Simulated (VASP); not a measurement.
Crystal: Rb7Au.

```xyz
8
Lattice="0.0000 5.3010 5.3010 5.3010 0.0000 5.3010 5.3010 5.3010 0.0000" Properties=species:S:1:pos:R:3 pbc="T T T"
Rb    0.0000    2.6505    2.6505
Rb    5.3010    2.6505    2.6505
Rb    2.6505    0.0000    2.6505
Rb    2.6505    5.3010    2.6505
Rb    2.6505    2.6505    0.0000
Rb    2.6505    2.6505    5.3010
Rb    5.3010    5.3010    5.3010
Au    0.0000    0.0000    0.0000
```

The cell was built by a generator and needn't be a form met in nature.

The cell isn't the ideal one: species swapped into the Zn7Tc type (Fm-3m, No. 225).

```yaml
Program: VASP 6.6.1
Task: relaxation of cell and atoms
Functional: PBE
Potentials_or_basis: VASP PAW PBE potentials, release 64 (Rb_sv, Au)
Cutoff: 600 eV
k_mesh: 4 × 4 × 4
Occupations: gaussian, width 0.1 eV
Spin: no spin polarisation
```

At the start: pressure 7.4 GPa; volume 37.24 Å³/atom.

Q: Where does the relaxation end?

A: Over 5 steps the energy falls by 525.2 meV/atom and the volume is 74.42 Å³/atom (+99.8 %); space group Fm-3m (No. 225, to 0.05 Å).

The path:
| step | energy change (eV) | largest force (eV/Å) | pressure (GPa) | volume (Å³) |
| --- | --- | --- | --- | --- |
| 1 | 0.0000 | 0.0000 | 7.43 | 297.92 |
| 2 | -2.5925 | 0.0000 | 3.34 | 378.71 |
| 3 | -4.0245 | 0.0000 | 0.71 | 507.46 |
| 4 | -4.1836 | 0.0000 | 0.19 | 566.28 |
| 5 | -4.2017 | 0.0000 | 0.01 | 595.32 |

Final structure:
```cif
data_structure
_symmetry_space_group_name_H-M 'P 1'
_symmetry_Int_Tables_number 1
_cell_length_a 9.4425
_cell_length_b 9.4425
_cell_length_c 9.4425
_cell_angle_alpha 60.000
_cell_angle_beta 60.000
_cell_angle_gamma 60.000
_cell_volume 595.32
loop_
_atom_site_label
_atom_site_type_symbol
_atom_site_fract_x
_atom_site_fract_y
_atom_site_fract_z
_atom_site_occupancy
Rb1 Rb 0.50000 0.00000 0.00000 1
Rb2 Rb 0.00000 0.50000 0.50000 1
Rb3 Rb 0.00000 0.50000 0.00000 1
Rb4 Rb 0.50000 0.00000 0.50000 1
Rb5 Rb 0.00000 0.00000 0.50000 1
Rb6 Rb 0.50000 0.50000 0.00000 1
Rb7 Rb 0.50000 0.50000 0.50000 1
Au1 Au 0.00000 0.00000 0.00000 1
```

Caveat: the volume moved by over 15 % at a fixed basis, so the end points are rough.
